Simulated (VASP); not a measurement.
Output of a VASP run:

OSZICAR:
```
       N       E                     dE             d eps       ncg     rms          rms(c)
DAV:   1     0.953556195561E+02    0.95356E+02   -0.93190E+03   910   0.166E+03
DAV:   2     0.368265727211E+01   -0.91673E+02   -0.87877E+02   970   0.289E+02
DAV:   3    -0.270661247585E+01   -0.63893E+01   -0.63573E+01  1110   0.760E+01
DAV:   4    -0.279061533378E+01   -0.84003E-01   -0.83960E-01  1050   0.924E+00
DAV:   5    -0.279183689146E+01   -0.12216E-02   -0.12215E-02  1105   0.111E+00    0.698E+00
DAV:   6    -0.240201600129E+01    0.38982E+00   -0.93759E-01  1345   0.360E+01    0.536E+00
DAV:   7    -0.238932607319E+01    0.12690E-01   -0.31581E-01   945   0.557E+00    0.276E+00
DAV:   8    -0.238863155005E+01    0.69452E-03   -0.48575E-03  1065   0.717E-01    0.788E-01
DAV:   9    -0.238876090699E+01   -0.12936E-03   -0.93251E-04   995   0.313E-01    0.108E-01
DAV:  10    -0.238884611381E+01   -0.85207E-04   -0.87954E-05  1030   0.106E-01    0.457E-02
DAV:  11    -0.238886020537E+01   -0.14092E-04   -0.19560E-05   955   0.549E-02    0.466E-03
DAV:  12    -0.238886062675E+01   -0.42138E-06   -0.10429E-06  1134   0.103E-02    0.255E-03
DAV:  13    -0.238886060367E+01    0.23081E-07   -0.10785E-07   685   0.625E-03
   1 F= -.23888606E+01 E0= -.23888606E+01  d E =0.000000E+00
```

File OUTCAR:
```
------------------------ aborting loop because EDIFF is reached ----------------------------------------
  FORCE on cell =-STRESS in cart. coord.  units (eV):
  Direction    XX          YY          ZZ          XY          YZ          ZX
  --------------------------------------------------------------------------------------
  Total        0.0082222      0.0082222      0.0082222      0.0000000      0.0000000      0.0000000
  in kB        0.3336765      0.3336765      0.3336765      0.0000000      0.0000000      0.0000000
  external PRESSURE =       0.3336765 kB  Pullay stress =       0.0000000 kB
  volume of cell :       39.48
      direct lattice vectors                 reciprocal lattice vectors
     0.000000000  2.702591771  2.702591771    -0.185007594  0.185007594  0.185007594
     2.702591771  0.000000000  2.702591771     0.185007594 -0.185007594  0.185007594
     2.702591771  2.702591771  0.000000000     0.185007594  0.185007594 -0.185007594
  FREE ENERGIE OF THE ION-ELECTRON SYSTEM (eV)
  ---------------------------------------------------
  free  energy   TOTEN  =        -2.3888606037 eV

  energy  without entropy=       -2.3888606037  energy(sigma->0) =       -2.38886060

 total charge

# of ion       s       p       d       tot
------------------------------------------
    1        0.524   0.478   9.802  10.804
    2        1.318   2.429   0.000   3.747
--------------------------------------------------
tot          1.842   2.907   9.802  14.551
```
(Selected blocks of OUTCAR.)

POSCAR:
```
ZnS
1
    0.0000000000     2.7025917715     2.7025917715
    2.7025917715    -0.0000000000     2.7025917715
    2.7025917715     2.7025917715     0.0000000000
Zn S
1 1
Direct
  0.0000000000   0.0000000000   0.0000000000
  0.2500000000   0.2500000000   0.2500000000
```

Reconstruct the remaining input files.

One answer among several that fit: the input of the run itself, optB86b-vdW, plane waves, VASP's PBE PAW potentials (set 64).

File KPOINTS:
```
Automatic mesh
0
Gamma
9 9 9
0 0 0
```

### INCAR
```
GGA = MK
ISMEAR = -5   # tetrahedra, Bloechl
PARAM1 = 0.1234
AGGAC = 0.0
SYSTEM = ZnS
ISIF = 2   # forces and stress, cell fixed
LWAVE = .False.
EDIFF = 1E-7   # SCF stop (eV)
NEDOS = 601   # DOS grid
LMAXMIX = 4   # l cut-off of mixed one-centre charges
PARAM2 = 1.0
PREC = Accurate
LUSE_VDW = .True.
LORBIT = 11   # lm-projected
ENCUT = 520   # plane-wave cut-off (eV)
LCHARG = .True.
NELM = 100   # most electronic steps
LREAL = .False.   # projection in real space or not
LASPH = .True.   # aspherical one-centre terms
ALGO = Normal   # blocked Davidson
```

POTCAR, in this order: Zn S (PBE.64 set). Program: vasp_std.

The compound is ZnS in the zinc blende structure. It was relaxed first.
